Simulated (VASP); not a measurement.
Here is the system:

```
BeTe
1.0
    5.61262     0.00000     0.00000
    0.00000     3.96872     0.00000
    0.00000     0.00000    26.85984
Be Te
6 6
Direct
  0.94278   0.00000   0.66707
  0.51750   0.50000   0.61407
  0.01511   0.00000   0.53601
  0.51511   0.50000   0.46399
  0.01750   0.00000   0.38593
  0.44278   0.50000   0.33293
  0.26665   0.00000   0.61049
  0.74472   0.50000   0.69166
  0.26325   0.00000   0.46178
  0.76325   0.50000   0.53822
  0.24472   0.00000   0.30834
  0.76665   0.50000   0.38951
```

All values below come from PBEsol GGA, VASP's PBE PAW potentials (set 64) (plane waves; VASP). Numerical set-up: PREC = Normal, 400 eV cut-off, 4×5×1 Γ-centred mesh, Gaussian smearing of 0.050 eV, potentials Be Te.

### Question
What does the run give for the energy per atom (σ→0)?

### Answer

The energy per atom (σ→0) comes out as -3.984 eV/atom.

Total energies compare only between runs with the same potentials, cut-off and functional.

The cell is a thin slab with vacuum, built from BeTe (zinc blende): (110) face.
